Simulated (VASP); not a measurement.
FeSi (B20) relaxed at rising pressure, in one space group throughout; other phases were not tried. The pressures are those reached. These are LDA (Ceperley-Alder, Perdew-Zunger), VASP's LDA PAW potentials (set 64) (plane waves; VASP) values and carry that method's errors.

```tsv
P (GPa)	V (Å³/atom)	k-mesh
-0.04	10.454	5×5×5
5.05	10.255	5×5×5
10.07	10.078	5×5×5
19.96	9.770	5×5×5
29.97	9.505	5×5×5
```

Fit an equation of state and predict the volume at 45.22 GPa.

Least squares on the third-order Birch-Murnaghan form, P = (3B0/2)(y⁷ − y⁵)[1 + (3/4)(B′ − 4)(y² − 1)] with y = (V0/V)^(1/3), gives V0 = 10.453 Å³/atom, B0 = 253 GPa and B′ = 4.6, and so 9.163 Å³/atom. The run gave 9.163 Å³/atom, +0.0 % from the fit.

Pressures at which the relaxation failed are left out.

The compound is FeSi in the B20 structure. The run is not spin-polarised, so no magnetic state was tried.
